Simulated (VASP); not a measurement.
```xyz
2
Lattice="4.3394 0.0000 0.0000 -2.1697 3.7580 0.0000 0.0000 0.0000 16.0472" Properties=species:S:1:pos:R:3 pbc="T T T"
Cu     2.1697     1.2527     8.0236
I      0.0000     2.5053     8.0236
```

All values below come from r2SCAN meta-GGA, VASP's PBE PAW potentials (set 64) (plane waves; VASP). Settings: 400 eV cut-off, 8×8×1 Γ-centred mesh, tetrahedra with Blöchl corrections, potentials Cu I.

The cell holds a wide vacuum, so values per volume refer to the whole cell. Unless said otherwise, spin-orbit coupling is left out, though it shifts the bands of the heavy elements here.

Give the energies of bands 2 to 12 at the high-symmetry points, in eV from the valence-band maximum.

```tsv
band	Γ	M	K
2	-4.18	-5.58	-5.33
3	-4.18	-3.87	-4.43
4	-3.29	-3.22	-3.20
5	-1.76	-1.93	-2.08
6	-1.76	-1.78	-1.83
7	-1.68	-1.57	-1.70
8	0.00	-1.39	-1.56
9	0.00	-1.05	-0.92
10	1.93	3.23	4.05
11	4.58	3.87	5.42
12	4.92	6.78	6.12
```

The gap is direct, 1.92 eV, from the valence maximum at Γ to the conduction minimum at Γ.

The cell is a sheet with vacuum, built from a generated structure.
